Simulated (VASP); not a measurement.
Here is a VASP 6.6.1 calculation.

The input INCAR:

```
  PREC = Normal
  ENCUT = 520
  EDIFF = 1E-5
  ISMEAR = 0
  SIGMA = 0.15
  LREAL = Auto
  LASPH = T
  NELM = 80
  ALGO = Fast
  ISIF = 2
  LWAVE = F
  LCHARG = F
  GGA = PE
  NBANDS = 49
```

File KPOINTS:

```
regular mesh
0
Gamma
  4 7 7
```

The input POSCAR:

```
Li4GeN2
1.0
    3.5641960000      2.0577900000     13.0463000000
   -1.7820980000      1.0288950000      6.5231500000
    0.0000000000     -2.0577900000      6.5231500000
Li Ge N
8 2 4
Direct
    0.1006565000      0.2013130000      0.2013130000
    0.6006565000      0.2013130000      0.2013130000
    0.3993435000      0.7986870000      0.7986870000
    0.8993435000      0.7986870000      0.7986870000
    0.2057775000      0.4115550000      0.4115550000
    0.7057775000      0.4115550000      0.4115550000
    0.2942225000      0.5884450000      0.5884450000
    0.7942225000      0.5884450000      0.5884450000
    0.5000000000      0.0000000000      0.0000000000
    0.0000000000      0.0000000000      0.0000000000
    0.4513720000      0.9027440000      0.9027440000
    0.9513720000      0.9027440000      0.9027440000
    0.0486280000      0.0972560000      0.0972560000
    0.5486280000      0.0972560000      0.0972560000
```

Potentials or basis: VASP PAW PBE potentials, release 64 (Li_sv, Ge_d, N).

The run is started by

```console
$ cat potpaw_PBE.64/Li_sv/POTCAR potpaw_PBE.64/Ge_d/POTCAR potpaw_PBE.64/N/POTCAR > POTCAR
$ mpirun -np 1 vasp_std > vasp.out
```

Problem. Estimate the band gap on the k mesh.

Solution. 0.09 eV.

Problem. Estimate the largest force.

Solution. 0.026 eV/Å.

Forces on the atoms (eV/Å):
```
Li   0.000  0.000  0.026
Li   0.000  0.000  0.026
Li   0.000  0.000 -0.026
Li   0.000  0.000 -0.026
Li   0.000  0.000 -0.011
Li   0.000  0.000 -0.011
Li   0.000  0.000  0.011
Li   0.000  0.000  0.011
Ge   0.000  0.000  0.000
Ge   0.000  0.000  0.000
N    0.001  0.001 -0.005
N    0.001  0.001 -0.005
N   -0.001 -0.001  0.005
N   -0.001 -0.001  0.005
```

Caveat: an odd mesh through Γ misses points on the zone boundary, where band edges often lie. Expect the measured gap to be larger: semilocal functionals such as PBE lack the derivative discontinuity.
